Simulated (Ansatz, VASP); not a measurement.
# Be2SiO4 (Be2SiO4 (R-3)) in two plane-wave programs

Aim: how closely do two programs agree when they are given the same cell, functional and k mesh? Of the first pair: The structure shown is the start of the Ansatz relaxation below; VASP solves that cell, so the two are compared at the walk's first step.

Program: Ansatz 0.2.0. Level of theory: plane waves, with VASP 6.6.1 beside it; single point at PBEsol. Results are calculated unless marked as measured.

### Step 1. Set-up

The cell holds 42 atoms: 12 Be, 6 Si and 24 O. Cell: a = 7.707 Å, b = 7.707 Å, c = 7.707 Å, α = 108.0°, β = 108.0°, γ = 108.0°.

### Step 2. Ansatz: relaxation, PBEsol

Ansatz runs on its default PAW (the set named soft_2) files.

The two programs are compared at the cell with which this relaxation starts, whose forces are those of its first step.

File input.yaml:

```yaml
crystal:
  lattice:
    - [6.2350855, 3.5998283, 2.7491208]
    - [-6.2350855, 3.5998283, 2.7491208]
    - [0.0, -7.1996565, 2.7491208]
  atoms:
    - { symbol: Be, position: [0.10223986, 0.27845034, 0.87230773] }
    - { symbol: Be, position: [0.27845034, 0.87230773, 0.10223986] }
    - { symbol: Be, position: [0.87230773, 0.10223986, 0.27845034] }
    - { symbol: Be, position: [0.89776014, 0.72154966, 0.12769227] }
    - { symbol: Be, position: [0.72154966, 0.12769227, 0.89776014] }
    - { symbol: Be, position: [0.12769227, 0.89776014, 0.72154966] }
    - { symbol: Be, position: [0.79439541, 0.5689292, 0.39039517] }
    - { symbol: Be, position: [0.39039517, 0.79439541, 0.5689292] }
    - { symbol: Be, position: [0.5689292, 0.39039517, 0.79439541] }
    - { symbol: Be, position: [0.20560459, 0.4310708, 0.60960483] }
    - { symbol: Be, position: [0.60960483, 0.20560459, 0.4310708] }
    - { symbol: Be, position: [0.4310708, 0.60960483, 0.20560459] }
    - { symbol: Si, position: [0.766032, 0.94562974, 0.53835762] }
    - { symbol: Si, position: [0.94562974, 0.53835762, 0.766032] }
    - { symbol: Si, position: [0.53835762, 0.766032, 0.94562974] }
    - { symbol: Si, position: [0.233968, 0.05437026, 0.46164238] }
    - { symbol: Si, position: [0.05437026, 0.46164238, 0.233968] }
    - { symbol: Si, position: [0.46164238, 0.233968, 0.05437026] }
    - { symbol: O, position: [0.62406164, 0.32856366, 0.29307804] }
    - { symbol: O, position: [0.29307804, 0.62406164, 0.32856366] }
    - { symbol: O, position: [0.32856366, 0.29307804, 0.62406164] }
    - { symbol: O, position: [0.37593836, 0.67143634, 0.70692196] }
    - { symbol: O, position: [0.70692196, 0.37593836, 0.67143634] }
    - { symbol: O, position: [0.67143634, 0.70692196, 0.37593836] }
    - { symbol: O, position: [0.33796868, 0.37108924, 0.04024971] }
    - { symbol: O, position: [0.04024971, 0.33796868, 0.37108924] }
    - { symbol: O, position: [0.37108924, 0.04024971, 0.33796868] }
    - { symbol: O, position: [0.66203132, 0.62891076, 0.95975029] }
    - { symbol: O, position: [0.95975029, 0.66203132, 0.62891076] }
    - { symbol: O, position: [0.62891076, 0.95975029, 0.66203132] }
    - { symbol: O, position: [0.5834639, 0.2505863, 0.91622812] }
    - { symbol: O, position: [0.91622812, 0.5834639, 0.2505863] }
    - { symbol: O, position: [0.2505863, 0.91622812, 0.5834639] }
    - { symbol: O, position: [0.4165361, 0.7494137, 0.08377188] }
    - { symbol: O, position: [0.08377188, 0.4165361, 0.7494137] }
    - { symbol: O, position: [0.7494137, 0.08377188, 0.4165361] }
    - { symbol: O, position: [0.29484623, 0.99699699, 0.96296163] }
    - { symbol: O, position: [0.96296163, 0.29484623, 0.99699699] }
    - { symbol: O, position: [0.99699699, 0.96296163, 0.29484623] }
    - { symbol: O, position: [0.70515377, 0.00300301, 0.03703837] }
    - { symbol: O, position: [0.03703837, 0.70515377, 0.00300301] }
    - { symbol: O, position: [0.00300301, 0.03703837, 0.70515377] }
basis:
  ecutwfc: 420
  xc_grid: 2
hamiltonian:
  xc: pbesol
kpoints:
  mp_grid: { grid: [4, 4, 4] }
scf:
  occupations: { method: fermi_dirac, width: 0.01 }
  max_iter: 150
output:
  forces: true
  stress: true
relax:
  f_tol: 0.01
  max_steps: 60
  cell: {}
checkpoint:
  write: "../pbesol.run"
  compress: false
  write_wavefunctions: false
  write_every: 100000
```

The run is started by

```bash
ansatz run input.yaml --threads 4 --pin off --max-ram 6594MiB --backend cpu --events-out ev --progress --plain --runs-dir out
```

Numbers of over 12 decimals in the logs are rounded to 6 here.

Output:

```text
Engine: ansatz 0.2.0, x86_64-unknown-linux-gnu
Pseudopotentials: kind: paw
Pseudopotential: Be, paw, valence charge 2, recommended cutoff 420 eV (normal), Be.paw.azcp
Pseudopotential: Si, paw, valence charge 4, recommended cutoff 420 eV (normal), Si.paw.azcp
Pseudopotential: O, paw, valence charge 6, recommended cutoff 420 eV (normal), O.paw.azcp
Functional definition: PBEsol
  exchange = pbesol_x
  correlation = pbesol_c
Crystal: 42 atoms, lattice volume = 370.228 Å³
Basis set: ecut = 420 eV, 7173 PW (Γ), exchange–correlation on 108×108×108 points (8 copies of the dense FFT grid, shifted against one another)
Bands: 138, of which v1, the nominal top of the filled ones, is band 96 counted from 1 (95 counted from 0)
Symmetry: 6 space group operations
Space group: R-3 (ITA 148), of the structure as read, at distance tolerance 7.2e-5 Å
k-points: 14 of 64
Non-local potential: Be, projectors of the file, l = 0: 2, l = 1: 2, l = 2: 1
Non-local potential: Si, projectors of the file, l = 0: 2, l = 1: 2, l = 2: 2
Non-local potential: O, projectors of the file, l = 0: 2, l = 1: 2, l = 2: 1
PAW form: soft (Blöchl's): semilocal exchange-correlation on the pseudo side does not see the compensation charge
PAW frozen core: Be, regenerated for the run's functional, and the local potential with it (the file was generated under x = pbe(κ = 0.804, μ = 0.219515), c = pbe(β = 0.066725))
PAW frozen core: Si, regenerated for the run's functional, and the local potential with it (the file was generated under x = pbe(κ = 0.804, μ = 0.219515), c = pbe(β = 0.066725))
PAW frozen core: O, regenerated for the run's functional, and the local potential with it (the file was generated under x = pbe(κ = 0.804, μ = 0.219515), c = pbe(β = 0.066725))
PAW one-centre angular grid: Be, 110 points (default); XC on 64 Gauss nodes
PAW one-centre angular grid: Si, 110 points (default); XC on 64 Gauss nodes
PAW one-centre angular grid: O, 110 points (default); XC on 64 Gauss nodes
Initial density: superposition of atomic densities (neutral atoms: chi_scale 0, normalization atom), corrected by the library's trained network
Initial wavefunctions: pseudopotential atomic-orbital guess
Functional: x = pbesol(κ = 0.804, μ = 0.123457), c = pbesol(β = 0.046)
SCF iter   1: F=—  HF=-18331.554885 eV  |F-HF|=—  |Δ(HF+E_count)|=         —  Δρ=1.31e-2  dr2=4.77e-1  ethr=1.77e-3  ⟨swp⟩=7.5  Hψ=10125  notcnv=0  defer=215
preconditioner: auto → Resta (q_TF=auto, 2.445 Å⁻¹)  ε∞=3.4  [insulator: Δε(μ)=5.783 eV  Ē_g=17.301 eV  σ=0.010 eV  W_gap=1.00  n_scr=80 (ndim 8)  ℏωp=26.7 eV  f_vac=0.047  D(μ)=0.00/eV (n_scr^D=0)  ε∞_Penn≈3.4]
SCF iter   2: F=—  HF=-18331.402816 eV  |F-HF|=—  |Δ(HF+E_count)|=   1.52e-1  Δρ=1.80e-3  dr2=6.65e-3  ethr=2.49e-4  ⟨swp⟩=2.0  Hψ=3215  notcnv=0  defer=516
SCF iter   3: F=—  HF=-18331.403640 eV  |F-HF|=—  |Δ(HF+E_count)|=   8.25e-4  Δρ=9.74e-4  dr2=2.43e-3  ethr=3.46e-6  ⟨swp⟩=2.1  Hψ=2514  notcnv=0  defer=516
SCF iter   4: F=—  HF=-18331.403976 eV  |F-HF|=—  |Δ(HF+E_count)|=   3.36e-4  Δρ=1.20e-4  dr2=6.33e-5  ethr=1.27e-6  ⟨swp⟩=2.8  Hψ=2683  notcnv=0  defer=516
SCF iter   5: F=—  HF=-18331.403722 eV  |F-HF|=—  |Δ(HF+E_count)|=   2.54e-4  Δρ=9.26e-5  dr2=2.71e-5  ethr=3.30e-8  ⟨swp⟩=2.1  Hψ=2654  notcnv=0  defer=516
SCF iter   6: F=—  HF=-18331.403729 eV  |F-HF|=—  |Δ(HF+E_count)|=   7.03e-6  Δρ=2.46e-5  dr2=2.41e-6  ethr=1.41e-8  ⟨swp⟩=2.0  Hψ=2603  notcnv=0  defer=516
SCF iter   7: F=—  HF=-18331.403733 eV  |F-HF|=—  |Δ(HF+E_count)|=   3.62e-6  Δρ=5.53e-6  dr2=1.90e-7  ethr=1.26e-9  ⟨swp⟩=2.0  Hψ=2384  notcnv=0  defer=516
SCF iter   8: F=-18331.403733 eV  HF=-18331.403733 eV  |F-HF|=1.09e-8  |Δ(HF+E_count)|=   5.84e-7  Δρ=1.74e-6  dr2=1.00e-8  ethr=5.21e-11  ⟨swp⟩=4.2  Hψ=5939  notcnv=0
SCF 1 converged in 8 iterations: F = -18331.403733 eV  dr2 = 1.00e-8
  greatest PAW one-centre occupation: 0.860 electrons in one spin orbital (limit 2), on the O atom at site 35 (counted from 0), in its partial waves of l = 0
relax step   1: F+E_penalty+E_count = -18331.40373322 eV  Δ(F+E_penalty+E_count) = +0.000e0 eV  max|allowed force component| = 2.654e-1 eV/Å  Δτ_max = 0.0000 Å  P = +1.274 GPa  Ω = 370.228 Å³  (8 SCF iters, dr2 threshold 1.00e-7 eV, accepted)
Crystal: 42 atoms, lattice volume = 370.771 Å³
Basis set: ecut = 420 eV, 7185 PW (Γ), exchange–correlation on 108×108×108 points (8 copies of the dense FFT grid, shifted against one another)
Initial density: handed on by an earlier stage of this run
Initial wavefunctions: those handed on with the density
iter 1 solved again at ethr=1.19e-6 eV; its pass at ethr=3.10e-3 eV (dr2=2.29e-3 eV) is discarded
SCF iter   1: F=—  HF=-18331.417410 eV  |F-HF|=—  |Δ(HF+E_count)|=         —  Δρ=8.25e-4  dr2=2.30e-3  ethr=1.19e-6  ⟨swp⟩=7.9  Hψ=8414  notcnv=0  defer=1
[...]
SCF iter   2: F=—  HF=-18331.427218 eV  |F-HF|=—  |Δ(HF+E_count)|=   2.18e-4  Δρ=3.62e-5  dr2=2.71e-7  ethr=5.20e-10  ⟨swp⟩=3.1  Hψ=3838  notcnv=0
SCF iter   3: F=—  HF=-18331.427259 eV  |F-HF|=—  |Δ(HF+E_count)|=   4.14e-5  Δρ=1.37e-5  dr2=3.01e-8  ethr=1.41e-10  ⟨swp⟩=2.6  Hψ=2989  notcnv=0
SCF iter   4: F=—  HF=-18331.427266 eV  |F-HF|=—  |Δ(HF+E_count)|=   6.64e-6  Δρ=5.36e-7  dr2=8.33e-10  ethr=1.57e-11  ⟨swp⟩=2.0  Hψ=2863  notcnv=0
[...]
SCF converged after 5 iterations
Free energy (F): -18331.427266 eV
Harris-Foulkes:  -18331.427266 eV  (|F-HF|=3.42e-10)
Internal energy: -18331.427266 eV  (E = F + TS)
E sigma→0 (E₀):  -18331.427266 eV
Fermi energy:    7.989246 eV
--- Per-component energies (eV) ---
  E_band       = -360.729582
  E_kinetic    = 4789.202471
  E_local      = -9741.069217  (includes V_loc(G=0)·N_el)
  E_nonlocal   = 1364.183487
  E_hartree    = 3469.409984
  E_xc         = -2329.470197
  E_vxc        = -2798.139437  (∫ρ·V_xc dr)
  E_paw        = -7358.741300  (= ΣΔE_a)
  E_vpaw       = -913.787927  (= ΣTr[D̂ρ^β])
  E_aug_tail   = 0.061453  (compensation charges beyond the density's cutoff)
  E_ewald      = -8526.154596
  E_core_change = 1.150650  (= ΣΔE_core)
  E_smearing   = -0.000000  (= −TS)
  E_closure    = -0.000000  (closes the sum)
  Σ components = -18331.427266   (vs F -18331.427266, Δ=0.00e0)
--- Forces (eV/Å), atoms counted from 1 ---
  atom   1  Be    -0.00000844     0.00038831     0.00163903
  atom   2  Be     0.00034050    -0.00018684     0.00163903
  atom   3  Be    -0.00033206    -0.00020147     0.00163903
  atom   4  Be     0.00000844    -0.00038831    -0.00163903
  atom   5  Be    -0.00034050     0.00018684    -0.00163903
  atom   6  Be     0.00033206     0.00020147    -0.00163903
  atom   7  Be     0.00031536    -0.00131584    -0.00026946
  atom   8  Be     0.00098188     0.00093103    -0.00026946
  atom   9  Be    -0.00129723     0.00038482    -0.00026946
  atom  10  Be    -0.00031536     0.00131584     0.00026946
  atom  11  Be    -0.00098188    -0.00093103     0.00026946
  atom  12  Be     0.00129723    -0.00038482     0.00026946
  atom  13  Si    -0.00349960    -0.00146115    -0.00206278
  atom  14  Si     0.00048441     0.00376132    -0.00206278
  atom  15  Si     0.00301519    -0.00230017    -0.00206278
  atom  16  Si     0.00349960     0.00146115     0.00206278
  atom  17  Si    -0.00048441    -0.00376132     0.00206278
  atom  18  Si    -0.00301519     0.00230017     0.00206278
  atom  19  O      0.00086216    -0.00022499    -0.00118260
  atom  20  O     -0.00023623     0.00085915    -0.00118260
  atom  21  O     -0.00062593    -0.00063416    -0.00118260
  atom  22  O     -0.00086216     0.00022499     0.00118260
  atom  23  O      0.00023623    -0.00085915     0.00118260
  atom  24  O      0.00062593     0.00063416     0.00118260
[...]
atom  35  O     -0.00000276    -0.00210395     0.00035712
  atom  36  O      0.00182345     0.00104959     0.00035712
  atom  37  O      0.00089896    -0.00061692    -0.00007507
  atom  38  O      0.00008479     0.00108698    -0.00007507
  atom  39  O     -0.00098375    -0.00047006    -0.00007507
  atom  40  O     -0.00089896     0.00061692     0.00007507
  atom  41  O     -0.00008479    -0.00108698     0.00007507
  atom  42  O      0.00098375     0.00047006     0.00007507
  max |Σ_I F_I| component: 1.84e-18 eV/Å
--- Stress (GPa, compression-positive) ---
        0.041225       0.000001      -0.000000
       -0.000001       0.041225      -0.000000
        0.000000      -0.000000       0.008495
  P = ⅓ Tr σ = 0.0303 GPa (0.303 kbar)
--- Relaxed structure (5 steps of the walk, 4 accepted, 1 SCFs on fresh bases) ---
  F+E_penalty+E_count = -18331.42726581 eV   max|allowed force component| = 3.761e-3 eV/Å   (the final SCF, on the basis selected at the relaxed cell)
  cell:  # Å, volume = 371.3552 Å³
    - [6.243510, 3.604692, 2.750054]
    - [-6.243510, 3.604692, 2.750054]
    - [-3.586175078616851e-19, -7.209384, 2.750054]
  atoms:
    - { symbol: Be, position: [0.102300, 0.278484, 0.872380] }
    - { symbol: Be, position: [0.278484, 0.872380, 0.102300] }
    - { symbol: Be, position: [0.872380, 0.102300, 0.278484] }
    - { symbol: Be, position: [0.897700, 0.721516, 0.127620] }
    - { symbol: Be, position: [0.721516, 0.127620, 0.897700] }
    - { symbol: Be, position: [0.127620, 0.897700, 0.721516] }
    - { symbol: Be, position: [0.794546, 0.568333, 0.390328] }
    - { symbol: Be, position: [0.390328, 0.794546, 0.568333] }
    - { symbol: Be, position: [0.568333, 0.390328, 0.794546] }
    - { symbol: Be, position: [0.205454, 0.431667, 0.609672] }
    - { symbol: Be, position: [0.609672, 0.205454, 0.431667] }
    - { symbol: Be, position: [0.431667, 0.609672, 0.205454] }
    - { symbol: Si, position: [0.766374, 0.945510, 0.537972] }
    - { symbol: Si, position: [0.945510, 0.537972, 0.766374] }
    - { symbol: Si, position: [0.537972, 0.766374, 0.945510] }
    - { symbol: Si, position: [0.233626, 0.054490, 0.462028] }
    - { symbol: Si, position: [0.054490, 0.462028, 0.233626] }
    - { symbol: Si, position: [0.462028, 0.233626, 0.054490] }
    - { symbol: O, position: [0.624791, 0.328696, 0.294145] }
    - { symbol: O, position: [0.294145, 0.624791, 0.328696] }
    - { symbol: O, position: [0.328696, 0.294145, 0.624791] }
    - { symbol: O, position: [0.375209, 0.671304, 0.705855] }
    - { symbol: O, position: [0.705855, 0.375209, 0.671304] }
    - { symbol: O, position: [0.671304, 0.705855, 0.375209] }
    - { symbol: O, position: [0.337797, 0.371085, 0.040353] }
    - { symbol: O, position: [0.040353, 0.337797, 0.371085] }
    - { symbol: O, position: [0.371085, 0.040353, 0.337797] }
    - { symbol: O, position: [0.662203, 0.628915, 0.959647] }
    - { symbol: O, position: [0.959647, 0.662203, 0.628915] }
    - { symbol: O, position: [0.628915, 0.959647, 0.662203] }
    - { symbol: O, position: [0.583901, 0.250630, 0.915779] }
    - { symbol: O, position: [0.915779, 0.583901, 0.250630] }
    - { symbol: O, position: [0.250630, 0.915779, 0.583901] }
    - { symbol: O, position: [0.416099, 0.749370, 0.084221] }
    - { symbol: O, position: [0.084221, 0.416099, 0.749370] }
    - { symbol: O, position: [0.749370, 0.084221, 0.416099] }
    - { symbol: O, position: [0.294413, 0.995751, 0.962489] }
    - { symbol: O, position: [0.962489, 0.294413, 0.995751] }
    - { symbol: O, position: [0.995751, 0.962489, 0.294413] }
    - { symbol: O, position: [0.705587, 0.00424853, 0.037511] }
    - { symbol: O, position: [0.037511, 0.705587, 0.00424853] }
    - { symbol: O, position: [0.00424853, 0.037511, 0.705587] }
```

(Continued in part 2 of 2.)

[Lines on the potential files, build, host, timing and source positions are cut from VASP's logs without a mark.]

[Logs are printed without paths, hosts, clocks, repeated set-up lines and the standing remarks that a program may print on its own settings, such as how far it seeks lower states.]

[Hosts, paths, dates, database ids (printed as entryN), source tags and the programs' standing remarks are cut or masked in the printed files.]
